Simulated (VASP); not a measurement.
Here is the system:

```xyz
8
Lattice="4.4154 0.0000 0.0000 0.0000 4.4154 0.0000 0.0000 0.0000 4.4154" Properties=species:S:1:pos:R:3 pbc="T T T"
Ti     0.0000     0.0000     0.0000
C      2.2077     2.2077     2.2077
C      0.0000     0.0000     2.2077
C      0.0000     2.2077     0.0000
C      2.2077     0.0000     0.0000
Nb     2.2077     2.2077     0.0000
Nb     2.2077     0.0000     2.2077
Nb     0.0000     2.2077     2.2077
```

Method: PBEsol GGA, VASP's PBE PAW potentials (set 64) (plane waves; VASP 6.6.1). Run with 520 eV cut-off, Gaussian smearing of 0.050 eV, potentials Ti_sv C Nb_sv.

Q: Give the energies of bands 26 to 39 at the high-symmetry points, in eV from the Fermi level.

A: 
```
band      Γ      X      M      R
----  -----  -----  -----  -----
26    -3.89  -4.05  -4.72  -5.10
27    -1.32  -4.05  -4.63  -5.10
28    -1.32  -3.93  -4.56  -5.03
29    -1.32  -3.05  -4.37  -5.03
30    -0.92  -2.23  -3.81  -5.03
31    -0.92  -1.93  -3.81  -3.95
32    -0.92  -1.93  -3.40  -3.95
33    -0.92  -1.70   0.90   2.07
34    -0.92  -1.70   1.07   2.07
35    -0.92   1.26   1.07   2.07
36     0.12   1.31   1.08   2.35
37     0.12   1.71   2.27   2.35
38     0.12   1.71   2.50   2.35
39     0.60   1.83   2.72   2.35
```

It has no gap at this level: it comes out as a metal or semimetal.

The structure was generated: Nb3TiC4 was put into an ordered model structure (Pm-3m), which need not be its known phase. It was relaxed first. The electron count is odd and the run is not spin-polarised, which forces a metal.
